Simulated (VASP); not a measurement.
Calculation: revPBE GGA, VASP's PBE PAW potentials (set 64) (plane waves; VASP).

VASP input:

INCAR:
```
! general
SYSTEM  = Ho
PREC    = Accurate
ENCUT   = 520
LREAL   = F
LASPH   = T

! electronic loop
EDIFF   = 1E-7
NELM    = 100
ALGO    = Normal
LMAXMIX = 6

! smearing
ISMEAR  = 1
SIGMA   = 0.1

! functional
GGA     = RE

! ions
IBRION  = 2
NSW     = 30
ISIF    = 4
EDIFFG  = -0.01

! output
LWAVE   = F
LCHARG  = F
```

KPOINTS:
```
Automatic mesh
0
G
12 12 7
```

POSCAR:
```
Ho
1
    1.8575026302    -3.2172889892     0.0000000000
    1.8575026302     3.2172889892     0.0000000000
    0.0000000000     0.0000000000     5.7378120981
Ho
2
Direct
  0.3333330000   0.6666670000   0.2500000000
  0.6666670000   0.3333330000   0.7500000000
```

POTCAR, in this order: Ho_3 (PBE.64 set). Program: vasp_std.

The resulting files:

**OUTCAR**
```
 ion  position               nearest neighbor table
   1  0.333  0.667  0.250-   2 3.58   2 3.58   2 3.58   2 3.58   2 3.58   2 3.58
   2  0.667  0.333  0.750-   1 3.58   1 3.58   1 3.58   1 3.58   1 3.58   1 3.58
  LATTYP: Found a hexagonal cell.
 ALAT       =     3.7150053111
 C/A-ratio  =     1.5444963379
 Subroutine PRICEL returns:
 Original cell was already a primitive cell.
 Subroutine GETGRP returns: Found 24 space group operations
The static configuration has the point symmetry D_3d.
 The point group associated with its full space group is D_6h.
The dynamic configuration has the point symmetry D_3d.
 Subroutine INISYM returns: Found 24 space group operations
 Subroutine IBZKPT returns following result:
 Found     76 irreducible k-points:

 Following reciprocal coordinates:
            Coordinates               Weight
  0.000000  0.000000  0.000000      1.000000
  0.083333  0.000000  0.000000      6.000000
  0.166667  0.000000  0.000000      6.000000
  0.250000  0.000000  0.000000      6.000000
  0.333333  0.000000  0.000000      6.000000
  0.416667  0.000000  0.000000      6.000000
  0.500000  0.000000  0.000000      3.000000
  0.083333  0.083333  0.000000      6.000000
  0.166667  0.083333  0.000000     12.000000
  0.250000  0.083333  0.000000     12.000000
  0.333333  0.083333  0.000000     12.000000
  0.416667  0.083333  0.000000     12.000000
  0.166667  0.166667  0.000000      6.000000
  0.250000  0.166667  0.000000     12.000000
  0.333333  0.166667  0.000000     12.000000
  0.416667  0.166667  0.000000      6.000000
  0.250000  0.250000  0.000000      6.000000
  0.333333  0.250000  0.000000     12.000000
  0.333333  0.333333  0.000000      2.000000
  0.000000  0.000000  0.142857      2.000000
  0.083333  0.000000  0.142857     12.000000
  0.166667  0.000000  0.142857     12.000000
...
```

### OSZICAR
```
       N       E                     dE             d eps       ncg     rms          rms(c)
DAV:   1     0.812362709451E+02    0.81236E+02   -0.83385E+03  2205   0.126E+03
DAV:   2    -0.339471775012E+01   -0.84631E+02   -0.83243E+02  2841   0.531E+02
DAV:   3    -0.821942637731E+01   -0.48247E+01   -0.46003E+01  3320   0.897E+01
DAV:   4    -0.843688286272E+01   -0.21746E+00   -0.20792E+00  3483   0.133E+01
DAV:   5    -0.844222959827E+01   -0.53467E-02   -0.53418E-02  3388   0.220E+00    0.228E+01
DAV:   6    -0.843780042178E+01    0.44292E-02   -0.33163E-02  3312   0.233E+00    0.136E+01
DAV:   7    -0.844583664862E+01   -0.80362E-02   -0.62335E-02  3231   0.325E+00    0.307E-01
DAV:   8    -0.844561480329E+01    0.22185E-03   -0.36815E-03  3004   0.631E-01    0.564E-02
DAV:   9    -0.844564708692E+01   -0.32284E-04   -0.23260E-04  3352   0.175E-01    0.366E-02
DAV:  10    -0.844563982532E+01    0.72616E-05   -0.43002E-05  3334   0.672E-02    0.590E-02
DAV:  11    -0.844564088853E+01   -0.10632E-05   -0.55130E-06  3209   0.223E-02    0.355E-03
DAV:  12    -0.844564113074E+01   -0.24221E-06   -0.34798E-07  2436   0.667E-03    0.738E-04
DAV:  13    -0.844564114480E+01   -0.14057E-07   -0.33253E-08  1783   0.381E-03
   1 F= -.84456411E+01 E0= -.84449836E+01  d E =-.844564E+01
       N       E                     dE             d eps       ncg     rms          rms(c)
DAV:   1    -0.844615789105E+01   -0.51676E-03   -0.18872E-02  2921   0.123E+00    0.996E-02
DAV:   2    -0.844593015639E+01    0.22773E-03   -0.53377E-04  3158   0.317E-01    0.530E-02
DAV:   3    -0.844581606983E+01    0.11409E-03   -0.13245E-04  3470   0.111E-01    0.298E-02
DAV:   4    -0.844581563216E+01    0.43767E-06   -0.22564E-05  3102   0.391E-02    0.131E-02
DAV:   5    -0.844581563965E+01   -0.74872E-08   -0.11925E-06  3210   0.120E-02    0.290E-03
DAV:   6    -0.844581556792E+01    0.71728E-07   -0.59962E-08  1695   0.290E-03
   2 F= -.84458156E+01 E0= -.84451824E+01  d E =-.174423E-03
       N       E                     dE             d eps       ncg     rms          rms(c)
DAV:   1    -0.844600731150E+01   -0.19167E-03   -0.85484E-03  2907   0.829E-01    0.668E-02
DAV:   2    -0.844590349248E+01    0.10382E-03   -0.23293E-04  3138   0.203E-01    0.356E-02
DAV:   3    -0.844585180951E+01    0.51683E-04   -0.59925E-05  3507   0.745E-02    0.201E-02
DAV:   4    -0.844585159439E+01    0.21512E-06   -0.10250E-05  3147   0.262E-02    0.889E-03
DAV:   5    -0.844585157981E+01    0.14575E-07   -0.49508E-07  2643   0.781E-03
   3 F= -.84458516E+01 E0= -.84452337E+01  d E =-.210435E-03
```

OUTCAR:
```
------------------------ aborting loop because EDIFF is reached ----------------------------------------
  FORCE on cell =-STRESS in cart. coord.  units (eV):
  Direction    XX          YY          ZZ          XY          YZ          ZX
  --------------------------------------------------------------------------------------
  Total       -0.8799954     -0.8799955     -0.8756340      0.0000000      0.0000000      0.0000000
  in kB      -20.5586773    -20.5586780    -20.4567849      0.0000000      0.0000000      0.0000000
  external PRESSURE =     -20.5247134 kB  Pullay stress =       0.0000000 kB
  volume of cell :       68.58
      direct lattice vectors                 reciprocal lattice vectors
     1.854412138 -3.211936095  0.000000000     0.269627226 -0.155669349  0.000000000
     1.854412138  3.211936095 -0.000000000     0.269627226  0.155669349  0.000000000
    -0.000000000 -0.000000000  5.756952878     0.000000000  0.000000000  0.173703002
 POSITION                                       TOTAL-FORCE (eV/Angst)
 -----------------------------------------------------------------------------------
      1.85441      1.07065      1.43924        -0.000000      0.000000      0.000000
      1.85441     -1.07065      4.31771         0.000000     -0.000000      0.000000
 -----------------------------------------------------------------------------------
    total drift:                                0.000000      0.000098     -0.000011
  FREE ENERGIE OF THE ION-ELECTRON SYSTEM (eV)
  ---------------------------------------------------
  free  energy   TOTEN  =        -8.4458515798 eV

  energy  without entropy=       -8.4439979967  energy(sigma->0) =       -8.44523372

 reached required accuracy - stopping structural energy minimisation
```
(Selected blocks of OUTCAR.)

**CONTCAR**
```
Ho
   1.00000000000000
     1.8544121379850278   -3.2119360952354747    0.0000000000000000
     1.8544121379850278    3.2119360952354747   -0.0000000000000000
    -0.0000000000000000   -0.0000000000000000    5.7569528778028989
  Ho
     2
Direct
     0.3333330000000032    0.6666669999999968    0.2500000000000000
     0.6666669999999968    0.3333330000000032    0.7500000000000000
```

The 4f electrons are frozen in the core of the lanthanide potential, so 4f levels, which can set the real gap, and their magnetism are missing.

The compound is Ho in the hcp structure. This cell is one point of a volume scan, at 1.06 of the reference volume. Symmetry was kept, so distortions that lower it aren't found.
